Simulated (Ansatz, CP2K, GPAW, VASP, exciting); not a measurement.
# Al3Pd: 6 runs at one level of theory

```xyz
4
Lattice="3.9469 0.0000 0.0000 0.0000 3.9469 0.0000 0.0000 0.0000 3.9469" Properties=species:S:1:pos:R:3 pbc="T T T"
Pd    0.0000    0.0000    0.0000
Al    1.9735    1.9735    0.0000
Al    1.9735    0.0000    1.9735
Al    0.0000    1.9735    1.9735
```

The cell comes from a database or a generator and needn't be the stable form of this composition.

Alike in all runs: task equation of state; functional PBEsol; k mesh 7 × 7 × 7; occupations fermi-dirac, width 0.05 eV; no spin polarisation; no spin-orbit coupling.

```tsv
program and potentials	plane-wave cutoff (eV)	notes	equilibrium volume (Å³/atom)	bulk modulus (GPa)
Ansatz, Ansatz PAW	420	potentials made for PBE, which Ansatz adapts in part	15.12	117.5
GPAW, PAW data sets generated for this functional	600	-	15.17	117.2
CP2K, POTENTIAL_UZH Pd GTH-PBE-q18, Al GTH-PBE-q3; TZVP-MOLOPT-PBE-GTH basis	-	atomic basis; potentials made for PBE	15.37	113.1
exciting, all-electron LAPW+lo, shipped species files, valence relativity iora*	-	-	?	?
VASP, PBE PAW files Al, Pd, 520 eV	520	potentials made for PBE	15.13	117.5
Ansatz, all-electron LAPW, scalar-relativistic	-	-	15.12	117.2
```

Task: Estimate from the other rows what the run with exciting, all-electron LAPW+lo, shipped species files, valence relativity iora* gave.

Result: Equilibrium volume 15.13 Å³/atom; bulk modulus 118.2 GPa. The other rows, which needn't bracket it: equilibrium volume 15.12 to 15.37; bulk modulus 113.1 to 117.5.
